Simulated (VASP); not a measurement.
Output of a VASP run:

File OSZICAR:
```
       N       E                     dE             d eps       ncg     rms          rms(c)
DAV:   1     0.400958988836E+01    0.40096E+01   -0.32345E+03   384   0.764E+02
DAV:   2    -0.179649177144E+02   -0.21975E+02   -0.20675E+02   496   0.818E+01
DAV:   3    -0.188665813139E+02   -0.90166E+00   -0.90166E+00   536   0.239E+01
DAV:   4    -0.188680633211E+02   -0.14820E-02   -0.14820E-02   512   0.997E-01
DAV:   5    -0.188680702873E+02   -0.69663E-05   -0.69663E-05   576   0.583E-02    0.642E+00
DAV:   6    -0.179328020460E+02    0.93527E+00   -0.77406E-01   400   0.518E+00    0.327E+00
DAV:   7    -0.176139132593E+02    0.31889E+00   -0.10045E+00   400   0.639E+00    0.504E-01
DAV:   8    -0.176232966301E+02   -0.93834E-02   -0.20191E-02   480   0.111E+00    0.942E-02
DAV:   9    -0.176231659760E+02    0.13065E-03   -0.88640E-04   512   0.216E-01    0.201E-02
DAV:  10    -0.176231892238E+02   -0.23248E-04   -0.42823E-05   496   0.559E-02    0.102E-02
DAV:  11    -0.176231879185E+02    0.13052E-05   -0.71273E-06   504   0.138E-02    0.210E-03
DAV:  12    -0.176231878723E+02    0.46162E-07   -0.25303E-07   472   0.399E-03
   1 F= -.17623188E+02 E0= -.17623188E+02  d E =-.176232E+02
       N       E                     dE             d eps       ncg     rms          rms(c)
DAV:   1    -0.176239854179E+02   -0.79750E-03   -0.73151E-03   496   0.651E-01    0.359E-02
DAV:   2    -0.176239762058E+02    0.92121E-05   -0.51225E-05   416   0.619E-02    0.218E-02
DAV:   3    -0.176239712186E+02    0.49872E-05   -0.25645E-05   472   0.300E-02    0.223E-03
DAV:   4    -0.176239713098E+02   -0.91184E-07   -0.46569E-07   424   0.557E-03
   2 F= -.17623971E+02 E0= -.17623971E+02  d E =-.783437E-03
       N       E                     dE             d eps       ncg     rms          rms(c)
DAV:   1    -0.176250441467E+02   -0.10729E-02   -0.48485E-02   496   0.168E+00    0.923E-02
DAV:   2    -0.176249799118E+02    0.64235E-04   -0.34137E-04   416   0.160E-01    0.561E-02
DAV:   3    -0.176249443856E+02    0.35526E-04   -0.17272E-04   472   0.777E-02    0.579E-03
DAV:   4    -0.176249451685E+02   -0.78284E-06   -0.30971E-06   416   0.144E-02    0.315E-03
DAV:   5    -0.176249455857E+02   -0.41720E-06   -0.59977E-07   440   0.547E-03    0.311E-04
DAV:   6    -0.176249456028E+02   -0.17120E-07   -0.12714E-08   208   0.928E-04
   3 F= -.17624946E+02 E0= -.17624946E+02  d E =-.175773E-02
```

**OUTCAR**
```
------------------------ aborting loop because EDIFF is reached ----------------------------------------
  FORCE on cell =-STRESS in cart. coord.  units (eV):
  Direction    XX          YY          ZZ          XY          YZ          ZX
  --------------------------------------------------------------------------------------
  Total       -1.0376417     -1.0376417     -1.0771459     -0.0000000      0.0000000      0.0000000
  in kB      -25.6524772    -25.6524772    -26.6290964     -0.0000000      0.0000000      0.0000000
  external PRESSURE =     -25.9780169 kB  Pullay stress =       0.0000000 kB
  volume of cell :       64.81
      direct lattice vectors                 reciprocal lattice vectors
     4.614755458 -0.000000000  0.000000000     0.216696206  0.000000000  0.000000000
    -0.000000000  4.614755458  0.000000000     0.000000000  0.216696206  0.000000000
     0.000000000  0.000000000  3.043205711     0.000000000  0.000000000  0.328600855
 POSITION                                       TOTAL-FORCE (eV/Angst)
 -----------------------------------------------------------------------------------
     -0.00000      0.00000      0.00000        -0.000000      0.000000      0.000000
      2.30738      2.30738      1.52160        -0.000000      0.000000      0.000000
      1.40672      1.40672      0.00000         0.000218      0.000218     -0.000000
      3.71410      0.90066      1.52160         0.000218     -0.000218      0.000000
      0.90066      3.71410      1.52160        -0.000218      0.000218     -0.000000
      3.20803      3.20803      0.00000        -0.000218     -0.000218      0.000000
 -----------------------------------------------------------------------------------
    total drift:                                0.000000      0.000000      0.000000
  FREE ENERGIE OF THE ION-ELECTRON SYSTEM (eV)
  ---------------------------------------------------
  free  energy   TOTEN  =       -17.6249456028 eV

  energy  without entropy=      -17.6249456028  energy(sigma->0) =      -17.62494560

 reached required accuracy - stopping structural energy minimisation
```
(Selected blocks of OUTCAR.)

File POSCAR:
```
MgH2
1
    4.5976301700     0.0000000000     0.0000000000
    0.0000000000     4.5976301700     0.0000000000
    0.0000000000     0.0000000000     3.0659186454
Mg H
2 4
Direct
  0.0000000000   0.0000000000   0.0000000000
  0.5000000000   0.5000000000   0.5000000000
  0.3042662271   0.3042662271   0.0000000000
  0.8042662271   0.1957337729   0.5000000000
  0.1957337729   0.8042662271   0.5000000000
  0.6957337729   0.6957337729   0.0000000000
```

### Question
Write an INCAR and KPOINTS that could have produced this output.

### Answer
This is not unique; one that fits is the input of the run itself, PBE GGA, plane waves, VASP's PBE PAW potentials (set 64).

### KPOINTS
```
Automatic mesh
0
Gamma
5 5 7
0 0 0
```

### INCAR
```
# general
SYSTEM = MgH2
PREC   = Accurate
ENCUT  = 520   # plane-wave cut-off (eV)
LREAL  = .False.   # projection in real space or not
LASPH  = .True.

# electronic loop
EDIFF  = 1E-7   # SCF stop (eV)
NELM   = 100   # most electronic steps
ALGO   = Normal   # blocked Davidson

# smearing
ISMEAR = 0   # Gaussian
SIGMA  = 0.05   # width (eV)

# functional
GGA    = PE

# ions
IBRION = 2   # conjugate gradients
NSW    = 30
ISIF   = 4
EDIFFG = -0.01

# output
LWAVE  = .False.
LCHARG = .False.
```

POTCAR, in this order: Mg H (PBE.64 set). Program: vasp_std.

The compound is MgH2 in the rutile structure. This cell is one point of a volume scan, at 1.06 of the reference volume. Symmetry was kept, so distortions that lower it aren't found.
